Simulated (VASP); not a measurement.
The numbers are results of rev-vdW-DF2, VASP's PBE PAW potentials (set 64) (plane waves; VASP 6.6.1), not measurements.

A VASP calculation is set up with these files.

### POSCAR
```
Ni
1.0
  0.0000000000   1.7448340916   1.7448340916
  1.7448340916   0.0000000000   1.7448340916
  1.7448340916   1.7448340916   0.0000000000
Ni
1
Cart
  0.0000000000   0.0000000000   0.0000000000
```

File KPOINTS:
```
Automatic mesh
0
Gamma
20 20 20
0 0 0
```

INCAR:
```
! general
SYSTEM   = Ni
PREC     = Accurate
ENCUT    = 520
LREAL    = .FALSE.
LASPH    = .TRUE.

! electronic loop
EDIFF    = 1E-7
NELM     = 100
ALGO     = Normal
LMAXMIX  = 4

! smearing
ISMEAR   = -5

! functional
GGA      = MK
LUSE_VDW = .TRUE.
AGGAC    = 0.0
PARAM1   = 0.1234568
PARAM2   = 0.7114
ZAB_VDW  = -1.8867

! spin
ISPIN    = 2
MAGMOM   = 0.6

! ions
ISIF     = 2

! output
LWAVE    = .FALSE.
LCHARG   = .TRUE.
LORBIT   = 11
NEDOS    = 601
```

POTCAR, in this order: Ni (PBE.64 set). Program: vasp_std.

Question: Estimate the energy per atom (σ→0), cell moment, band gap (on the k-mesh).

Answer: 
The energy per atom (σ→0) is -3.154 eV/atom. The cell moment is 0.59 μB and the band gap (on the k-mesh) is none (metal, semimetal or under 0.01 eV).

File OSZICAR:
```
...
DAV:   9    -0.315438520702E+01    0.23968E-02   -0.15683E-03 13614   0.396E-01    0.256E-01
DAV:  10    -0.315382308658E+01    0.56212E-03   -0.41894E-04 12997   0.178E-01    0.399E-02
DAV:  11    -0.315378459712E+01    0.38489E-04   -0.63001E-05 11817   0.897E-02    0.304E-02
DAV:  12    -0.315378395868E+01    0.63844E-06   -0.13519E-06 10867   0.166E-02    0.105E-02
DAV:  13    -0.315378603033E+01   -0.20717E-05   -0.54066E-07 10313   0.102E-02    0.395E-03
DAV:  14    -0.315378622034E+01   -0.19001E-06   -0.31519E-08  4773   0.270E-03    0.627E-04
DAV:  15    -0.315378625134E+01   -0.30996E-07   -0.49250E-09  4704   0.764E-04
   1 F= -.31537863E+01 E0= -.31537863E+01  d E =0.000000E+00  mag=     0.5942
```

The compound is Ni in the fcc structure. It was relaxed first.
